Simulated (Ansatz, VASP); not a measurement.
BeZn2Te3 in VASP and in Ansatz

The input INCAR:

```
ALGO     = Normal         # electronic algorithm
EDIFF    = 1E-7           # SCF threshold, eV
ENCUT    = 520            # plane-wave cutoff, eV
GGA      = PE             # functional
ISIF     = 2              # what is computed and relaxed
ISMEAR   = 0              # smearing method
LASPH    = True           # aspherical terms in the spheres
LCHARG   = False          # write CHGCAR
LREAL    = False          # projectors in reciprocal space
LWAVE    = False          # write WAVECAR
NBANDS   = 31             # bands
NELM     = 100            # most SCF steps
PREC     = Accurate       # precision mode
SIGMA    = 0.1            # smearing width, eV
```

File KPOINTS:

```
k-points
0
Gamma
  6 6 4
```

The input POSCAR:

```
BeZn2Te3
1.0
    5.2222270500      0.0000000000      0.0000000000
   -2.6111135300      4.5225812900      0.0000000000
    0.0000000000      0.0000000000      6.7812691800
Be Zn Te
1 2 3
Direct
    0.0000000000      0.0000000000      0.0000000000
    0.3333333300      0.6666666700      0.5000000000
    0.6666666700      0.3333333300      0.5000000000
    0.5000000000      0.0000000000      0.0000000000
    0.0000000000      0.5000000000      0.0000000000
    0.5000000000      0.5000000000      0.0000000000
```

Input for Ansatz:

```yaml
crystal:
  lattice:
    - [5.22222705, 0.0, 0.0]
    - [-2.61111353, 4.52258129, 0.0]
    - [0.0, 0.0, 6.78126918]
  atoms:
    - { symbol: Be, position: [0.0, 0.0, 0.0] }
    - { symbol: Zn, position: [0.33333333, 0.66666667, 0.5] }
    - { symbol: Zn, position: [0.66666667, 0.33333333, 0.5] }
    - { symbol: Te, position: [0.5, 0.0, 0.0] }
    - { symbol: Te, position: [0.0, 0.5, 0.0] }
    - { symbol: Te, position: [0.5, 0.5, 0.0] }
basis:
  ecutwfc: 420
kpoints:
  mp_grid: { grid: [6, 6, 4] }
hamiltonian:
  xc: pbe
scf:
  occupations: { method: gaussian, width: 0.1 }
  lower_state_search: "off"
output:
  forces: true
  stress: true
  eigenvalues: true
```

Alike in both runs: task single point; functional PBE; k mesh 6 × 6 × 4; occupations gaussian, width 0.1 eV; no spin polarisation.

|  | VASP | Ansatz |
| --- | --- | --- |
| version | VASP 6.6.1 | Ansatz 0.2.0 |
| potentials or method | VASP PAW PBE potentials, release 64 (Be, Zn, Te) | scalar-relativistic, plane waves, PAW |
| plane-wave cutoff (eV) | 520 | 420 |
| valence electrons in the cell | 44 | 74 |

|  | VASP | Ansatz | Ansatz less VASP |
| --- | --- | --- | --- |
| gap on the k mesh at the Fermi level (eV) | none | none | - |
| pressure (GPa) | 21.7 | 21.4 | -0.25 |
| largest component of the traceless stress (GPa) | 21.67 | 21.44 | -0.228 |

A gap of «none» marks a metal or a gap that the smearing closes. With one functional, cell and mesh, what is left measures potentials, basis and numerics. The two sets of potentials don't hold the same shells in valence.

Caveats: so large a pressure means that the cell lies far from this level's equilibrium, or that cutoff or potentials fall short (VASP). Spin-orbit coupling is left out, which matters for the levels of Te.
